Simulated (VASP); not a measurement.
Calculation: PBE GGA, VASP's PBE PAW potentials (set 64) (plane waves; VASP).

A VASP calculation is set up with these files.

### POSCAR
```
ZnO
1
    1.6575000000    -2.8708750000     0.0000000000
    1.6575000000     2.8708750000     0.0000000000
    0.0000000000     0.0000000000     5.3142000000
Zn O
2 2
Direct
  0.6666670000   0.3333330000   0.5000000000
  0.3333330000   0.6666670000   0.0000000000
  0.6666670000   0.3333330000   0.8820000000
  0.3333330000   0.6666670000   0.3820000000
```

### KPOINTS
```
Regular mesh
0
Gamma
  7 7 4
0 0 0
```

INCAR:
```
! general
SYSTEM  = ZnO
PREC    = Accurate
ENCUT   = 520
LREAL   = .False.
LASPH   = .True.

! electronic loop
EDIFF   = 1E-6
NELM    = 100
ALGO    = Normal
LMAXMIX = 4

! smearing
ISMEAR  = 0
SIGMA   = 0.05

! functional
GGA     = PE

! ions
ISIF    = 2

! output
LWAVE   = .False.
LCHARG  = .False.
```

POTCAR, in this order: Zn O (PBE.64 set). Program: vasp_std.

The run wrote:

File OUTCAR:
```
 ion  position               nearest neighbor table
   1  0.667  0.333  0.500-   4 2.01   4 2.01   4 2.01   3 2.03
   2  0.333  0.667  0.000-   3 2.01   3 2.01   3 2.01   4 2.03
   3  0.667  0.333  0.882-   2 2.01   2 2.01   2 2.01   1 2.03
   4  0.333  0.667  0.382-   1 2.01   1 2.01   1 2.01   2 2.03
  LATTYP: Found a hexagonal cell.
 ALAT       =     3.3150006811
 C/A-ratio  =     1.6030765937
 Subroutine PRICEL returns:
 Original cell was already a primitive cell.
 Subroutine GETGRP returns: Found 12 space group operations
The static configuration has the point symmetry C_3v.
 The point group associated with its full space group is C_6v.
The dynamic configuration has the point symmetry C_3v.
 Subroutine INISYM returns: Found 12 space group operations
 Subroutine IBZKPT returns following result:
 Found     24 irreducible k-points:

 Following reciprocal coordinates:
            Coordinates               Weight
  0.000000  0.000000  0.000000      1.000000
  0.142857 -0.000000  0.000000      6.000000
  0.285714 -0.000000  0.000000      6.000000
  0.428571  0.000000  0.000000      6.000000
  0.142857  0.142857  0.000000      6.000000
  0.285714  0.142857  0.000000     12.000000
  0.428571  0.142857  0.000000      6.000000
  0.285714  0.285714  0.000000      6.000000
  0.000000  0.000000  0.250000      2.000000
  0.142857 -0.000000  0.250000     12.000000
  0.285714 -0.000000  0.250000     12.000000
  0.428571  0.000000  0.250000     12.000000
  0.142857  0.142857  0.250000     12.000000
  0.285714  0.142857  0.250000     24.000000
  0.428571  0.142857  0.250000     12.000000
  0.285714  0.285714  0.250000     12.000000
  0.000000  0.000000  0.500000      1.000000
  0.142857 -0.000000  0.500000      6.000000
  0.285714 -0.000000  0.500000      6.000000
  0.428571  0.000000  0.500000      6.000000
  0.142857  0.142857  0.500000      6.000000
  0.285714  0.142857  0.500000     12.000000
  0.428571  0.142857  0.500000      6.000000
  0.285714  0.285714  0.500000      6.000000
   k-points           NKPTS =     24   k-points in BZ     NKDIM =     24   number of bands    NBANDS=     22
   number of dos      NEDOS =    301   number of ions     NIONS =      4
   total plane-waves  NPLWV =  31360
   dimension x,y,z NGX =    28 NGY =   28 NGZ =   40
   dimension x,y,z NGXF=    56 NGYF=   56 NGZF=   80
   ions per type =               2   2
   PREC   = accura    normal or accurate (medium, high low for compatibility)
   ISTART =      0    job   : 0-new  1-cont  2-samecut
   ICHARG =      2    charge: 1-file 2-atom 10-const
   ISPIN  =      1    spin polarized calculation?
   LNONCOLLINEAR =      F non collinear calculations
   LSORBIT =      F    spin-orbit coupling
   INIWAV =      1    electr: 0-lowe 1-rand  2-diag
   ENCUT  =  520.0 eV  38.22 Ry    6.18 a.u.   6.16  6.16  9.88*2*pi/ulx,y,z
   NELM   =    100;   NELMIN=  2; NELMDL= -5     # of ELM steps
   EDIFF  = 0.1E-05   stopping-criterion for ELM
   LREAL  =      F    real-space projection
   NLSPLINE    = F    spline interpolate recip. space projectors
   LMAXMIX     =    4 max onsite mixed and CHGCAR
   VOSKOWN=      0    Vosko Wilk Nusair interpolation
   EDIFFG = 0.1E-04   stopping-criterion for IOM
   NSW    =      0    number of steps for IOM
   NBLOCK =      1;   KBLOCK =      1    inner block; outer block
   IBRION =     -1    ionic relax: 0-MD 1-quasi-New 2-CG
   NFREE  =      0    steps in history (QN), initial steepest desc. (CG)
   ISIF   =      2    stress and relaxation
   ISYM   =      2    0-nonsym 1-usesym 2-fastsym
   TEIN   =    0.0    initial temperature
   TEBEG  =    0.0;   TEEND  =   0.0 temperature during run
   SMASS  =  -3.00    Nose mass-parameter (am)
   PSTRESS=    0.0 pullay stress
...
```

File OSZICAR:
```
       N       E                     dE             d eps       ncg     rms          rms(c)
DAV:   1     0.285217866646E+03    0.28522E+03   -0.18920E+04  1056   0.235E+03
DAV:   2     0.971447783902E+01   -0.27550E+03   -0.26535E+03  1140   0.436E+02
DAV:   3    -0.204976522261E+02   -0.30212E+02   -0.29976E+02  1218   0.153E+02
DAV:   4    -0.211009901827E+02   -0.60334E+00   -0.60263E+00  1182   0.231E+01
DAV:   5    -0.211058458686E+02   -0.48557E-02   -0.48555E-02  1212   0.198E+00    0.140E+01
DAV:   6    -0.177321027617E+02    0.33737E+01   -0.12344E+01  1864   0.749E+01    0.838E+00
DAV:   7    -0.178906521142E+02   -0.15855E+00   -0.26571E+00  1168   0.197E+01    0.505E+00
DAV:   8    -0.179165503796E+02   -0.25898E-01   -0.86952E-01  1540   0.915E+00    0.183E+00
DAV:   9    -0.178504728807E+02    0.66077E-01   -0.19520E-01  1620   0.801E+00    0.349E-01
DAV:  10    -0.178542196410E+02   -0.37468E-02   -0.57640E-02  1080   0.175E+00    0.145E-01
DAV:  11    -0.178542243843E+02   -0.47433E-05   -0.12585E-03  1414   0.353E-01    0.300E-02
DAV:  12    -0.178542760197E+02   -0.51635E-04   -0.74038E-05  1130   0.853E-02    0.300E-02
DAV:  13    -0.178542760837E+02   -0.64048E-07   -0.14862E-05  1300   0.630E-02    0.148E-02
DAV:  14    -0.178542736919E+02    0.23918E-05   -0.11467E-05  1170   0.320E-02    0.442E-03
DAV:  15    -0.178542732015E+02    0.49041E-06   -0.14071E-06   714   0.140E-02
   1 F= -.17854273E+02 E0= -.17854273E+02  d E =-.669293E-13
```

OUTCAR:
```
------------------------ aborting loop because EDIFF is reached ----------------------------------------
  FORCE on cell =-STRESS in cart. coord.  units (eV):
  Direction    XX          YY          ZZ          XY          YZ          ZX
  --------------------------------------------------------------------------------------
  Total       -0.7624235     -0.7624239     -0.6575292      0.0000000      0.0000000      0.0000000
  in kB      -24.1530027    -24.1530159    -20.8300295      0.0000000      0.0000000      0.0000000
  external PRESSURE =     -23.0453494 kB  Pullay stress =       0.0000000 kB
  volume of cell :       50.57
      direct lattice vectors                 reciprocal lattice vectors
     1.657500000 -2.870875000  0.000000000     0.301659125 -0.174162929  0.000000000
     1.657500000  2.870875000  0.000000000     0.301659125  0.174162929  0.000000000
     0.000000000  0.000000000  5.314200000     0.000000000  0.000000000  0.188175078
  FREE ENERGIE OF THE ION-ELECTRON SYSTEM (eV)
  ---------------------------------------------------
  free  energy   TOTEN  =       -17.8542732015 eV

  energy  without entropy=      -17.8542732015  energy(sigma->0) =      -17.85427320
```
(Selected blocks of OUTCAR.)

The compound is ZnO in the wurtzite structure. The cell was not relaxed at this level.
